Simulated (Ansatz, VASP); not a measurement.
**B7Se: VASP beside Ansatz**

```
CELL_PARAMETERS angstrom
4.20406 0.00000 0.00000
0.00000 4.20406 0.00000
0.00000 0.00000 4.20406
ATOMIC_POSITIONS crystal
B 0.29853 0.29853 0.29853
B 0.00000 0.50000 0.50000
B 0.50000 0.50000 0.00000
B 0.50000 0.00000 0.50000
B 0.70147 0.29853 0.70147
B 0.70147 0.70147 0.29853
B 0.29853 0.70147 0.70147
Se 0.00000 0.00000 0.00000
```

Change from the starting cell: species swapped into the Si7Ge type (P-43m, No. 215).

Alike in both runs: task relaxation of cell and atoms; functional PBE; k mesh 10 × 10 × 10; occupations gaussian, width 0.1 eV; no spin polarisation.

|  | VASP | Ansatz |
| --- | --- | --- |
| version | VASP 6.6.1 | Ansatz 0.2.0 |
| potentials or method | VASP PAW PBE potentials, release 64 (B, Se) | scalar-relativistic, plane waves, PAW |
| plane-wave cutoff (eV) | 600 | 420 |
| valence electrons in the cell | 27 | 37 |

Ansatz gave:

| Quantity | Value |
| --- | --- |
| gap on the k mesh at the Fermi level, each at its own relaxed structure (eV) | none |
| relaxed volume (Å³/atom) | 9.25 |
| relaxed cell length with the largest relative difference (Å) | 4.198 |

Q: Estimate VASP's values.

A: gap on the k mesh at the Fermi level, each at its own relaxed structure (eV): none; relaxed volume (Å³/atom): 9.26; relaxed cell length with the largest relative difference (Å): 4.199.

A gap of «none» marks a metal or a gap that the smearing closes. The two sets of potentials don't hold the same shells in valence.
